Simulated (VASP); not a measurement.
Here is the system:

```
HfO2
1.0
    0.00000     2.54000     2.54000
    2.54000     0.00000     2.54000
    2.54000     2.54000     0.00000
Hf O
1 2
Cartesian
  0.00000   0.00000   0.00000
  1.27000   1.27000   1.27000
  3.81000   3.81000   3.81000
```

Method: SCAN meta-GGA, VASP's PBE PAW potentials (set 64) (plane waves; VASP). Numerical set-up: 520 eV cut-off, 8×8×8 Γ-centred mesh, Gaussian smearing of 0.050 eV, potentials Hf_pv O.

Energy and stress use the plane-wave basis of the starting cell.

The ions, cell shape and volume are relaxed. What does this cell relax into?

```
HfO2
1.0
    0.00000     2.50912     2.50912
    2.50912     0.00000     2.50912
    2.50912     2.50912     0.00000
Hf O
1 2
Direct
  0.00000   0.00000   0.00000
  0.25000   0.25000   0.25000
  0.75000   0.75000   0.75000
```
Space group Fm-3m (225), at a tolerance of 0.03 Å.

How do energy and volume change from the first to the last step?

The energy (σ→0) changes by -12.1 meV/atom and the volume by -3.6 %, in 4 ionic steps.

The compound is HfO2 in the fluorite structure, the high-temperature cubic form, which is unstable at 0 K; the monoclinic form is the stable one. This run relaxes it. Symmetry was kept, so distortions that lower it aren't found.
